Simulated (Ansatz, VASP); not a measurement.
## Cross-check of NbTeN between VASP and Ansatz

One calculation is typed for both programs; each brings its own data sets. How far apart do they land? The structure shown is the start of the Ansatz relaxation below; VASP solves that cell, so the two are compared at the walk's first step.

Calculated with Ansatz 0.2.0; plane waves, with VASP 6.6.1 beside it; PBE.

### Step 1. The structure

The cell holds 6 atoms: 2 Te, 2 Nb and 2 N. Cell: a = 3.584 Å, b = 3.584 Å, c = 35.308 Å, α = 90.0°, β = 90.0°, γ = 90.0°. It derives from NbTeN. As first built, before any earlier steps moved the atoms or strained the cell (in the runner's words): one layer cut from layered NbTeN (space group P4/nmm). Vacuum lies along c. The height across the vacuum is the one that the program set for its solve, not the one typed.

### Step 2. Ansatz: relaxation, PBE

Ansatz runs on its default PAW (the set named soft_2) files.

The two programs are compared at the cell with which this relaxation starts, whose forces are those of its first step.

input.yaml reads:

```yaml
crystal:
  lattice:
    - [3.584273, 0.0, 0.0]
    - [0.0, 3.584273, 0.0]
    - [0.0, 0.0, 21.753876]
  atoms:
    - { symbol: Te, position: [0.0, 0.0, 0.36775056] }
    - { symbol: Te, position: [0.5, 0.5, 0.63224944] }
    - { symbol: Nb, position: [0.5, 0.5, 0.4498096] }
    - { symbol: Nb, position: [0.0, 0.0, 0.5501904] }
    - { symbol: "N", position: [0.5, 0.0, 0.5] }
    - { symbol: "N", position: [0.0, 0.5, 0.5] }
  periodic: [true, true, false]
kpoints:
  mp_grid: { grid: [8, 8, 1] }
scf:
  occupations: { method: fermi_dirac, width: 0.05 }
hamiltonian:
  xc: pbe
  pseudopotentials: { kind: paw }
output:
  forces: true
  stress: true
relax:
  f_tol: 0.02
  max_steps: 50
  cell: {}
```

On the command line:

```console
ansatz run input.yaml --threads 4 --pin off --max-ram 8192MiB --backend cpu --events-out ev --progress --plain --runs-dir out
```

Numbers of over 12 decimals in the logs are rounded to 6 here.

The log of the run:

```text
Warning: crystal.periodic: the lattice vector that does not repeat stood 0.000° off the slab's normal, 21.754 Å along it as the deck builds it. The run solves the slab on a vector along the normal, 35.308 Å long, with every atom where it was (on the deck's vector they left 16.00 Å outside them, and the widest stretch free of ions among them is 1.79 Å). A fractional position that the run reports is one of the run's ce [...]
crystal.periodic: the lattice vector that does not repeat stood 0.000° off the slab's normal, 21.754 Å along it as the deck builds it. The run solves the slab on a vector along the normal, 35.308 Å long, with every atom where it was (on the deck's vector they left 16.00 Å outside them, and the widest stretch free of ions among them is 1.79 Å). A fractional position that the run reports is one of the run's cell, which [...]
Engine: ansatz 0.2.0, x86_64-unknown-linux-gnu
Pseudopotentials: kind: paw
Pseudopotential: Te, paw, valence charge 16, recommended cutoff 420 eV (normal), Te.paw.azcp
Pseudopotential: Nb, paw, valence charge 13, recommended cutoff 420 eV (normal), Nb.paw.azcp
Pseudopotential: N, paw, valence charge 5, recommended cutoff 420 eV (normal), N.paw.azcp
Functional definition: PBE
  parameter kappa = 0.804
  parameter beta = 0.066725
  exchange = pbe_x(kappa = kappa, mu = beta*pi^2/3)
  correlation = pbe_c(beta = beta)
Crystal: 6 atoms, lattice volume = 453.599 Å³
Basis set: ecut = 420 eV, 8803 PW (Γ), exchange–correlation on 48×48×480 points (8 copies of the dense FFT grid, shifted against one another)
Bands: 41, of which v1, the nominal top of the filled ones, is band 34 counted from 1 (33 counted from 0)
Symmetry: 16 space group operations
Space group: P4/nmm (ITA 129), of the structure as read, at distance tolerance 7.7e-5 Å
k-points: 15 of 64
Non-local potential: Te, projectors of the file, l = 0: 2, l = 1: 2, l = 2: 2, l = 3: 2
Non-local potential: Nb, projectors of the file, l = 0: 3, l = 1: 2, l = 2: 2, l = 3: 1
Non-local potential: N, projectors of the file, l = 0: 2, l = 1: 2, l = 2: 1
PAW form: soft (Blöchl's): semilocal exchange-correlation on the pseudo side does not see the compensation charge
PAW one-centre angular grid: Te, 590 points (default); XC on 64 Gauss nodes
PAW one-centre angular grid: Nb, 590 points (default); XC on 64 Gauss nodes
PAW one-centre angular grid: N, 110 points (default); XC on 64 Gauss nodes
Initial density: superposition of atomic densities (neutral atoms: chi_scale 0, normalization atom), corrected by the library's trained network
Initial wavefunctions: pseudopotential atomic-orbital guess
Functional: x = pbe(κ = 0.804, μ = 0.219515), c = pbe(β = 0.066725)
[...]
SCF iter   1: F=—  HF=-23835.897530 eV  |F-HF|=—  |Δ(HF+E_count)|=         —  Δρ=2.07e-3  dr2=1.54e-2  ethr=2.38e-5  ⟨swp⟩=3.9  Hψ=3802  notcnv=0
preconditioner: auto → LDOS  [metal: Δε(μ)=0.093 eV  Ē_g=7.805 eV  σ=0.050 eV  W_gap=0.42  n_scr=66 (ndim 8)  ℏωp=9.9 eV  f_vac=0.728  D(μ)=3.62/eV (n_scr^D=12)  β→1.0]
SCF iter   2: F=—  HF=-23835.896995 eV  |F-HF|=—  |Δ(HF+E_count)|=   5.36e-4  Δρ=1.74e-3  dr2=1.37e-2  ethr=2.26e-5  ⟨swp⟩=3.0  Hψ=1081  notcnv=0
SCF iter   3: F=—  HF=-23835.894699 eV  |F-HF|=—  |Δ(HF+E_count)|=   2.30e-3  Δρ=2.61e-4  dr2=3.19e-4  ethr=2.01e-5  ⟨swp⟩=3.0  Hψ=1155  notcnv=0
SCF iter   4: F=—  HF=-23835.894690 eV  |F-HF|=—  |Δ(HF+E_count)|=   9.52e-6  Δρ=4.36e-5  dr2=1.03e-5  ethr=4.69e-7  ⟨swp⟩=3.5  Hψ=1227  notcnv=0
SCF iter   5: F=—  HF=-23835.894693 eV  |F-HF|=—  |Δ(HF+E_count)|=   3.23e-6  Δρ=1.33e-5  dr2=1.04e-6  ethr=1.52e-8  ⟨swp⟩=3.5  Hψ=1379  notcnv=0
SCF iter   6: F=-23835.894695 eV  HF=-23835.894695 eV  |F-HF|=1.46e-7  |Δ(HF+E_count)|=   1.72e-6  Δρ=4.89e-6  dr2=2.29e-7  ethr=8.82e-10  ⟨swp⟩=6.8  Hψ=2749  notcnv=0
SCF 2 converged in 6 iterations: F = -23835.894695 eV  dr2 = 2.29e-7
relax step   2: F+E_penalty+E_count = -23835.89469480 eV  Δ(F+E_penalty+E_count) = -1.790e-2 eV  max|allowed force component| = 1.007e-1 eV/Å  Δτ_max = 0.0257 Å  P = +0.100 N/m  Ω = 450.912 Å³  energy of the carried Pulay correction = +7.677e-4 eV  fix = [c, alpha, beta]  reactions: c +0.000 N/m  (6 SCF iters, dr2 threshold 6.00e-7 eV, accepted)
[...]
relax step   3: F+E_penalty+E_count = -23835.89584107 eV  Δ(F+E_penalty+E_count) = -1.146e-3 eV  max|allowed force component| = 5.355e-2 eV/Å  Δτ_max = 0.0251 Å  P = +0.233 N/m  Ω = 449.890 Å³  energy of the carried Pulay correction = +1.061e-3 eV  fix = [c, alpha, beta]  reactions: c +0.000 N/m  (5 SCF iters, dr2 threshold 6.00e-7 eV, accepted)
[...]
relax step   4: F+E_penalty+E_count = -23835.89627045 eV  Δ(F+E_penalty+E_count) = -4.294e-4 eV  max|allowed force component| = 3.101e-3 eV/Å  Δτ_max = 0.0101 Å  P = +0.004 N/m  Ω = 450.896 Å³  energy of the carried Pulay correction = +7.723e-4 eV  fix = [c, alpha, beta]  reactions: c +0.000 N/m  (5 SCF iters, dr2 threshold 1.79e-7 eV, accepted)
[...]
relax step   5: F+E_penalty+E_count = -23835.89551953 eV  Δ(F+E_penalty+E_count) = +7.509e-4 eV  max|allowed force component| = 3.041e-3 eV/Å  Δτ_max = 0.0000 Å  P = -0.004 N/m  Ω = 450.896 Å³  fix = [c, alpha, beta]  reactions: c +0.000 N/m  stress off target by 4.27e-3 N/m on what of the cell is left free  SCF on the basis re-selected at this cell (its energy is not comparable with the rows above)  (7 SCF iters)
basis re-selected at this cell: Δ(F+E_penalty+E_count) = +7.509e-4 eV, ΔP = -0.008 N/m vs the last step (what re-selecting the basis moved, of the pressure what is left beyond the Pulay correction that the steps carried, after the strain that the cell walked since its last selection, with what the two solves' SCF thresholds leave and, on support functions, any second-order correction that the steps lacked; it is no m [...]
SCF converged after 7 iterations
Free energy (F): -23835.895520 eV
Harris-Foulkes:  -23835.895520 eV  (|F-HF|=5.09e-11)
Internal energy: -23835.865749 eV  (E = F + TS)
E sigma→0 (E₀):  -23835.880634 eV
Entropy (-TS):   -0.029771 eV (-4.962 meV/atom)
Fermi energy:    -4.973801 eV
--- Per-component energies (eV) ---
  E_band       = -1861.971516
  E_kinetic    = 1409.833315
  E_local      = -213037.394484  (includes V_loc(G=0)·N_el)
  E_nonlocal   = -293.552611
  E_hartree    = 105928.396788
  E_xc         = -719.701399
  E_vxc        = -786.717476  (∫ρ·V_xc dr)
  E_paw        = -15724.238523  (= ΣΔE_a)
  E_vpaw       = -1010.933439  (= ΣTr[D̂ρ^β])
  E_aug_tail   = -0.000132  (compensation charges beyond the density's cutoff)
  E_ewald      = 98600.791298
  E_smearing   = -0.029771  (= −TS)
  E_closure    = -0.000000  (closes the sum)
  Σ components = -23835.895520   (vs F -23835.895520, Δ=0.00e0)
--- Forces (eV/Å), atoms counted from 1 ---
  atom   1  Te     0.00000000     0.00000000    -0.00014157
  atom   2  Te     0.00000000     0.00000000     0.00014157
  atom   3  Nb     0.00000000     0.00000000     0.00304079
  atom   4  Nb     0.00000000     0.00000000    -0.00304079
  atom   5  N      0.00000000     0.00000000    -0.00000000
  atom   6  N      0.00000000     0.00000000     0.00000000
  max |Σ_I F_I| component: 2.52e-29 eV/Å
--- 2D stress c σ (N/m, compression-positive) ---
       -0.004271       0.000000       0.000000
        0.000000      -0.004271       0.000000
        0.000000       0.000000       0.000000
  P = ½ c Tr σ = -0.0043 N/m
--- Relaxed structure (4 steps of the walk, 4 accepted, 1 SCFs on fresh bases) ---
  F+E_penalty+E_count = -23835.89551953 eV   max|allowed force component| = 3.041e-3 eV/Å   (the final SCF, on the basis selected at the relaxed cell)
  cell:  # Å, volume = 450.8962 Å³
    - [3.573578, 0, 0.0]
    - [0, 3.573578, 0.0]
    - [0.0, 0.0, 35.307752]
  atoms:
    - { symbol: Te, position: [0, 0, 0.226883] }
    - { symbol: Te, position: [0.5, 0.5, 0.389239] }
    - { symbol: Nb, position: [0.5, 0.5, 0.277830] }
    - { symbol: Nb, position: [0, 0, 0.338292] }
    - { symbol: N, position: [0.5, 0, 0.308061] }
    - { symbol: N, position: [0, 0.5, 0.308061] }
```

The column dr2 measures how far the density is from self-consistency, as an energy; F and HF (Harris–Foulkes) agree once it is small.

### Step 3. VASP: single point, PBE, start cell

The same cell, functional, mesh and smearing now go to VASP, with its own data sets.

Lines of VASP's logs that name or quote its potential files are left out, and so is its time.

INCAR reads:

```
SYSTEM = NbTeN
PREC = Accurate
ENCUT = 520
EDIFF = 1E-06
NELM = 120
ISMEAR = -1
SIGMA = 0.05
LREAL = .FALSE.
ALGO = Normal
GGA = PE
NBANDS = 30
LASPH = .TRUE.
LORBIT = 11
LWAVE = .FALSE.
LCHARG = .FALSE.
ISIF = 2
LDIPOL = .TRUE.
IDIPOL = 3
DIPOL = 0.5 0.5 0.308
LVHAR = .TRUE.
GGA_COMPAT = .FALSE.
NELMDL = -8
KPAR = 2
```

POSCAR reads:

```
NbTeN
1.0
    3.5842730000      0.0000000000      0.0000000000
    0.0000000000      3.5842730000      0.0000000000
    0.0000000000      0.0000000000     35.3077520000
Te Nb N
2 2 2
Direct
    0.9999999302      0.0000000697      0.2265791376
    0.4999999302      0.5000000698      0.3895426704
    0.4999999302      0.5000000698      0.2771374966
    0.9999999302      0.0000000697      0.3389843114
    0.4999999302      0.0000000697      0.3080609040
    0.9999999302      0.5000000698      0.3080609040
```

KPOINTS reads:

```
Automatic mesh
0
Gamma
8 8 1
0 0 0
```

The projector-augmented-wave data sets are Te, Nb_sv and N (PBE family, release 64).

On the command line:

```console
mpirun -np 2 vasp_std
```

The log of the run:

```text
[banner, memory and clock lines left out]
running    2 mpi-ranks, on    1 nodes
 distrk:  each k-point on    1 cores,    2 groups
 distr:  one band on    1 cores,    1 groups

 POSCAR found type information on POSCAR TeNbN
 POSCAR found :  3 types and       6 ions
 LDA part: xc-table for (Slater+PW92), standard interpolation
 POSCAR, INCAR and KPOINTS ok, starting setup
 FFT: planning ... GRIDC
 FFT: planning ... GRID_SOFT
 FFT: planning ... GRID
 WAVECAR not read
 entering main loop
       N       E                     dE             d eps       ncg     rms          rms(c)
DAV:   1     0.446263086631E+03    0.44626E+03   -0.21400E+04  1140   0.124E+03
DAV:   2     0.162112859163E+02   -0.43005E+03   -0.41085E+03  1244   0.350E+02
DAV:   3    -0.521858827095E+02   -0.68397E+02   -0.67313E+02  1418   0.133E+02
DAV:   4    -0.572971652402E+02   -0.51113E+01   -0.50342E+01  1418   0.395E+01
DAV:   5    -0.575489448611E+02   -0.25178E+00   -0.25024E+00  1536   0.763E+00
DAV:   6    -0.575643154820E+02   -0.15371E-01   -0.15328E-01  1506   0.182E+00
DAV:   7    -0.575647606753E+02   -0.44519E-03   -0.44497E-03  1320   0.280E-01
DAV:   8    -0.575647998755E+02   -0.39200E-04   -0.39192E-04  1618   0.825E-02    0.211E+01
DAV:   9    -0.479831067060E+02    0.95817E+01   -0.81677E+01  1410   0.489E+01    0.106E+01
DAV:  10    -0.470310019925E+02    0.95210E+00   -0.11907E+01  1376   0.222E+01    0.489E+00
DAV:  11    -0.469298554397E+02    0.10115E+00   -0.12087E+00  1488   0.800E+00    0.370E+00
DAV:  12    -0.469301323856E+02   -0.27695E-03   -0.24646E-01  1404   0.291E+00    0.148E+00
DAV:  13    -0.468872194679E+02    0.42913E-01   -0.14712E-01  1424   0.254E+00    0.492E-01
DAV:  14    -0.468888943351E+02   -0.16749E-02   -0.23890E-02  1408   0.967E-01    0.506E-01
[...]
DAV:  22    -0.468880749172E+02   -0.35700E-04   -0.27826E-06   868   0.790E-03    0.301E-03
DAV:  23    -0.468880964982E+02   -0.21581E-04   -0.88371E-07   762   0.570E-03    0.232E-03
DAV:  24    -0.468881059242E+02   -0.94260E-05   -0.23916E-07   712   0.391E-03    0.134E-03
DAV:  25    -0.468881215710E+02   -0.15647E-04   -0.71398E-07   758   0.355E-03    0.126E-03
DAV:  26    -0.468881237954E+02   -0.22244E-05   -0.15357E-07   690   0.292E-03    0.765E-04
DAV:  27    -0.468881257984E+02   -0.20030E-05   -0.79336E-08   666   0.246E-03    0.544E-04
DAV:  28    -0.468881270724E+02   -0.12740E-05   -0.47073E-08   666   0.178E-03    0.445E-04
DAV:  29    -0.468881273521E+02   -0.27968E-06   -0.17685E-08   666   0.125E-03
   1 F= -.46888127E+02 E0= -.46873234E+02  d E =-.297877E-01
```

Parts of OUTCAR (step 3):

```text
ion  position               nearest neighbor table
   1  1.000  0.000  0.227-   3 3.10   3 3.10   3 3.10   3 3.10
   2  0.500  0.500  0.390-   4 3.10   4 3.10   4 3.10   4 3.10
   3  0.500  0.500  0.277-   5 2.10   6 2.10   6 2.10   5 2.10   1 3.10   1 3.10   1 3.10   1 3.10

  LATTYP: Found a simple tetragonal cell.
 ALAT       =     3.5842730000
 C/A-ratio  =     9.8507429540

 Subroutine GETGRP returns: Found 16 space group operations
 (whereof  8 operations were pure point group operations)

The static configuration has the point symmetry C_4v.
 The point group associated with its full space group is D_4h.

 Found     15 irreducible k-points:

   k-points           NKPTS =     15   k-points in BZ     NKDIM =     15   number of bands    NBANDS=     30

   dimension x,y,z NGX =    28 NGY =   28 NGZ =  270
   dimension x,y,z NGXF=    56 NGYF=   56 NGZF=  540

   ENCUT  =  520.0 eV  38.22 Ry    6.18 a.u.   6.66  6.66 65.65*2*pi/ulx,y,z

   NELECT =      48.0000    total number of electrons

 k-points in reciprocal lattice and weights: Automatic mesh
   0.00000000  0.00000000  0.00000000       0.016
   0.12500000  0.00000000  0.00000000       0.062
   0.25000000  0.00000000  0.00000000       0.062
   0.37500000  0.00000000  0.00000000       0.062
   0.50000000  0.00000000  0.00000000       0.031
   0.12500000  0.12500000  0.00000000       0.062
   0.25000000  0.12500000  0.00000000       0.125
   0.37500000  0.12500000  0.00000000       0.125
   0.50000000  0.12500000  0.00000000       0.062
[...]
0.50000000  0.37500000  0.00000000       0.062
   0.50000000  0.50000000  0.00000000       0.016

 dipolmoment           0.000000      0.000000     -0.000002 electrons x Angstroem

 average (electrostatic) potential at core
       1 -95.8201       2 -95.8201       3 -91.6859       4 -91.6859       5 -70.5155
       6 -70.5155

 E-fermi :  -1.6493

 k-point     1 :       0.0000    0.0000    0.0000
  band No.  band energies     occupation
    ...
     19      -4.3407      2.00000
     20      -3.1218      2.00000
     21      -1.9087      1.98891
     22      -1.9087      1.98891
     23      -1.7070      1.52073
     24      -1.4233      0.02157
     25      -1.2307      0.00046
     26      -1.2307      0.00046
     27      -0.5504      0.00000
     28      -0.0435      0.00000
    ...

 k-point     2 :       0.1250    0.0000    0.0000
  band No.  band energies     occupation
    ...
     19      -3.8093      2.00000
     20      -3.1439      2.00000
     21      -2.9755      2.00000
     22      -2.4560      2.00000
     23      -2.0823      1.99965
     24      -1.5123      0.12148
     25      -1.1769      0.00016
     26      -1.0888      0.00003
     27      -0.2196      0.00000
     28       0.2403      0.00000
    ...

 k-point     3 :       0.2500    0.0000    0.0000
  band No.  band energies     occupation
    ...
     19      -4.6875      2.00000
     20      -4.1876      2.00000
     21      -3.1566      2.00000
     22      -2.9991      2.00000
     23      -2.2965      2.00000
     24      -1.4712      0.05527
     25      -1.0736      0.00002
     26      -0.7813      0.00000
     27       0.3259      0.00000
     28       0.4509      0.00000
    ...

  Total       -1.7373868     -1.7373868     -1.4932344      0.0000000      0.0000000      0.0000000
  in kB       -6.1366998     -6.1366998     -5.2743185      0.0000000      0.0000000      0.0000000
  external PRESSURE =      -5.8492394 kB  Pullay stress =       0.0000000 kB

  energy-cutoff  :      520.00
  volume of cell :      453.60
      direct lattice vectors                 reciprocal lattice vectors
     3.584273000  0.000000000  0.000000000     0.278996605  0.000000000  0.000000000
     0.000000000  3.584273000  0.000000000     0.000000000  0.278996605  0.000000000
     0.000000000  0.000000000 35.307752000     0.000000000  0.000000000  0.028322392

 POSITION                                       TOTAL-FORCE (eV/Angst)
 -----------------------------------------------------------------------------------
      3.58427      0.00000      8.00000        -0.000000      0.000000      0.032638
      1.79214      1.79214     13.75388        -0.000000      0.000000     -0.032638
      1.79214      1.79214      9.78510         0.000000      0.000000      0.574489
      3.58427      0.00000     11.96877        -0.000000      0.000000     -0.574489
      1.79214      0.00000     10.87694         0.000000      0.000000      0.000000
      3.58427      1.79214     10.87694        -0.000000      0.000000      0.000000
 -----------------------------------------------------------------------------------
    total drift:                                0.001300     -0.001299     -0.000482

  FREE ENERGIE OF THE ION-ELECTRON SYSTEM (eV)
  ---------------------------------------------------
  free  energy   TOTEN  =       -46.8881273521 eV

  energy  without entropy=      -46.8583396830  energy(sigma->0) =      -46.87323352

 vacuum level on the upper side and lower side of the slab         3.301         3.301

 total charge
# of ion       s       p       d       tot
------------------------------------------
    1        1.394   1.951   0.029   3.374
    2        1.394   1.951   0.029   3.374
    3        2.173   6.039   2.270  10.483
    4        2.173   6.039   2.270  10.483
    5        1.260   2.505   0.000   3.764
    6        1.260   2.505   0.000   3.764
--------------------------------------------------
tot          9.654  20.989   4.598  35.241

[... 3 further parts left out ...]
```

### Step 4. Comparison

Known differences besides the potentials themselves: Ansatz cuts the interaction across the vacuum, VASP repeats the sheet with a dipole correction (LDIPOL); the data sets hold 68 valence electrons in Ansatz (on its default PAW (the set named soft_2) files) and 48 in VASP; the cutoff is 420 eV in Ansatz and 520 eV in VASP. Total energies have different zeros and are not compared.

Forces (eV/Å; atoms numbered as in POSCAR):

```csv
atom,"Ansatz x, y, z","VASP x, y, z"
Te1,"0.000, 0.000, 0.036","0.000, 0.000, 0.033"
Te2,"0.000, 0.000, -0.036","0.000, 0.000, -0.033"
Nb3,"0.000, 0.000, 0.549","0.000, 0.000, 0.574"
Nb4,"0.000, 0.000, -0.549","0.000, 0.000, -0.574"
N5,"0.000, 0.000, 0.000","0.000, 0.000, 0.000"
N6,"0.000, 0.000, 0.000","0.000, 0.000, 0.000"
```

The forces differ by 8.6 meV/Å r.m.s., which is 4.5 % of the r.m.s. force of 0.192 eV/Å (both taken over all components). Where the cell holds vacuum, a pressure given here is an average over it and none of the material.

### Step 5. Results

```json
{
 "r.m.s. force difference (single point, PBE, start cell)": "8.6 meV/Å"
}
```

What this shows: The r.m.s. force difference is 8.6 meV/Å (single point, PBE, start cell), within the 12 meV/Å picked in this series as the mark of a large difference. The data sets hold unlike numbers of valence electrons (68 in Ansatz and 48 in VASP), so part of the differences may come from the potentials. How closely two codes agree says nothing of how well the functional describes the real material.

[Lines on the potential files, build, host, timing and source positions are cut from VASP's logs without a mark.]

[Logs are printed without paths, hosts, clocks, repeated set-up lines and the standing remarks that a program may print on its own settings, such as how far it seeks lower states.]

[Hosts, paths, dates, database ids (printed as entryN), source tags and the programs' standing remarks are cut or masked in the printed files.]
